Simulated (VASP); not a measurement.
Consider the following.

```
CELL_PARAMETERS angstrom
      3.31475     0.00000     0.00000
     -1.65737     2.87065     0.00000
      0.00000     0.00000     5.46688
ATOMIC_POSITIONS crystal
  Be 0.33333 0.66667 0.00062
  Be 0.66667 0.33333 0.50062
  S  0.33333 0.66667 0.37438
  S  0.66667 0.33333 0.87438
```

Method: PBEsol GGA, VASP's PBE PAW potentials (set 64) (plane waves; VASP). Run with 500 eV cut-off, 8×8×4 Γ-centred mesh, Gaussian smearing of 0.050 eV, potentials Be S.

### Question
Predict the energy per atom (σ→0), pressure.

### Answer

```json
{
  "energy per atom (σ→0)": "-5.241 eV/atom",
  "pressure": "10.01 GPa"
}
```

The structure was generated: BeS was put into the wurtzite type (P6_3mc), which need not be its known phase. It was relaxed first under an external pressure of 10 GPa.
